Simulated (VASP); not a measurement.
Consider the following.

```cif
data_NY
_chemical_formula_sum 'Y1 N1'
_space_group_name_H-M_alt 'P 1'
_space_group_IT_number 1
_cell_length_a 3.46771
_cell_length_b 3.46771
_cell_length_c 3.46771
_cell_angle_alpha 60.000
_cell_angle_beta 60.000
_cell_angle_gamma 60.000
loop_
_space_group_symop_operation_xyz
  'x, y, z'
loop_
_atom_site_label
_atom_site_type_symbol
_atom_site_fract_x
_atom_site_fract_y
_atom_site_fract_z
_atom_site_occupancy
Y1 Y 0.00000 0.00000 0.00000 1
N1 N 0.50000 0.50000 0.50000 1
```

The numbers are results of PW91 GGA, VASP's PBE PAW potentials (set 64) (plane waves; VASP), not measurements. Numerical set-up: 520 eV cut-off, 9×9×9 Γ-centred mesh, Gaussian smearing of 0.050 eV, potentials Y_sv N.

Question: Give the energy at these volumes per atom, relative to the lowest: 13.86, 14.30, 14.74, 15.18, 15.62 Å³.

Answer: 29.8, 7.1, 0.0, 6.2, 23.9 meV/atom. A third-order Birch-Murnaghan fit gives B0 = 161 GPa and B0′ = 4.2.

Measured: a 4.877 Å (computed value off by +0.6 %), as given by G. Soto et al., Computational Materials Science (2007), arXiv:cond-mat/0703568. The calculation is for a static lattice, while the measured a holds thermal and zero-point effects, which are part of the difference.

The compound is YN in the rock salt structure. It was relaxed first.
